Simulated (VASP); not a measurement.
Calculation: PBEsol GGA, VASP's PBE PAW potentials (set 64) (plane waves; VASP 6.6.1).

Input for VASP

KPOINTS:
```
Regular mesh
0
Gamma
 8 8 8
```

POSCAR:
```
CaC6
1.0
  4.8443221432  -2.1547977975   0.0485371588
  4.8443221432   2.1547977975   0.0485371588
  3.8498063592   0.0000000000   3.6458138032
Ca C
1 6
Cartesian
  4.8443221432  -2.1547977975   0.0485371588
  6.7692253228   1.4359656534   1.8714440604
  6.4378507249  -0.7179828267   3.0700636508
  7.1005999207  -0.7179828267   0.6728244700
  6.7692253228  -1.4359656534   1.8714440604
  7.1005999207   0.7179828267   0.6728244700
  6.4378507249   0.7179828267   3.0700636508
```

### INCAR
```
ALGO=Normal
EDIFF=1E-6
EDIFFG=-0.02
ENCUT=520
GGA=PS
IBRION=2
ISIF=3
ISMEAR=1
LASPH=.TRUE.
LCHARG=.FALSE.
LREAL=.FALSE.
LWAVE=.FALSE.
NELM=100
NSW=60
PREC=Accurate
SIGMA=0.1
SYSTEM=CaC6
```

POTCAR, in this order: Ca_sv C (PBE.64 set). Program: vasp_std.

Energy and stress use the plane-wave basis of the starting cell.

### Question
Predict the energy per atom (σ→0), volume per atom, band gap (on the k-mesh).

### Answer

```
Item                                                         Value
------------------------  ----------------------------------------
energy per atom (σ→0)                               -8661 meV/atom
band gap (on the k-mesh)  none (metal, semimetal or under 0.01 eV)
volume per atom                                     10.30 Å^3/atom
```

File OSZICAR:
```
...
DAV:   4    -0.606298528826E+02   -0.13513E-06   -0.62519E-07  1885   0.683E-03
   9 F= -.60629853E+02 E0= -.60629452E+02  d E =-.793484E-02
       N       E                     dE             d eps       ncg     rms          rms(c)
DAV:   1    -0.606298853632E+02   -0.32616E-04   -0.23845E-03  2750   0.362E-01    0.169E-02
DAV:   2    -0.606298822438E+02    0.31194E-05   -0.66069E-05  3235   0.621E-02    0.106E-02
DAV:   3    -0.606298792899E+02    0.29538E-05   -0.12035E-05  3305   0.288E-02    0.257E-03
DAV:   4    -0.606298794317E+02   -0.14179E-06   -0.24411E-06  2555   0.114E-02
  10 F= -.60629879E+02 E0= -.60629482E+02  d E =-.265491E-04
```

The compound is CaC6 in the sg166 structure. This run relaxes it. Symmetry was kept, so distortions that lower it aren't found. The start is the result of an earlier pass.
